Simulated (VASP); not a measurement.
Energy against volume of KF (rock salt). Calculation: r2SCAN+rVV10, VASP's PBE PAW potentials (set 64) (plane waves; VASP 6.6.1). Run with 520 eV cut-off, 9×9×9 Γ-centred mesh, Gaussian smearing of 0.050 eV, potentials K_sv F.

```
V (Å³/atom)  E (eV/atom)
-----------  -----------
17.863          -7.21698
18.416          -7.21981
18.968          -7.21856
19.521          -7.21403
```

Fit these four points and predict the energy of the run at 17.311 Å³/atom.

A cubic in V^(−2/3), the third-order Birch-Murnaghan form, passes through the four points with V0 = 18.50 Å³/atom and B0 = 38 GPa, and gives -7.2091 eV/atom there. The run gave -7.2093 eV/atom, -0.2 meV/atom from the fit; all five points give B0 = 38 GPa.

The compound is KF in the rock salt structure. It was relaxed first.
